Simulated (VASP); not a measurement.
Given:

```
MgSb
1.0
    1.89370     1.09333     3.98795
   -1.89370     1.09333     3.98795
    0.00000    -2.18666     3.98795
Mg Sb
1 1
Direct
  0.00000   0.00000   0.00000
  0.50000   0.50000   0.50000
```

These are PBEsol GGA with spin-orbit coupling, VASP's PBE PAW potentials (set 64) (plane waves; VASP) values and carry that method's errors. Settings: 400 eV cut-off, 10×10×10 Γ-centred mesh, Gaussian smearing of 0.050 eV, potentials Mg Sb.

**Question.** Give the energies of bands 3 to 13 at the high-symmetry points, in eV from the Fermi level.

**Answer.** 
```
band      Γ      T     H2      L     S0      F
----  -----  -----  -----  -----  -----  -----
3     -1.43  -5.82  -3.54  -5.00  -3.66  -4.39
4     -1.43  -5.82  -3.54  -5.00  -3.66  -4.39
5      1.13   1.47  -3.09  -0.86  -3.31  -2.41
6      1.13   1.47  -3.09  -0.86  -3.31  -2.41
7      1.88   2.02  -2.63   0.65  -1.69  -0.27
8      1.88   2.02  -2.63   0.65  -1.69  -0.27
9      2.43   5.51   2.71   1.80   0.99  -0.02
10     2.43   5.51   2.71   1.80   0.99  -0.02
11     6.21   6.02   3.60   4.13   5.21   3.17
12     6.21   6.02   3.60   4.13   5.21   3.17
13     7.05   6.07   8.03   4.87   6.30   8.84
```

It has no gap at this level: it comes out as a metal or semimetal.

The structure comes from a computed database's MgSb entry (R-3m); how it stands against other phases isn't given here. It was relaxed first.
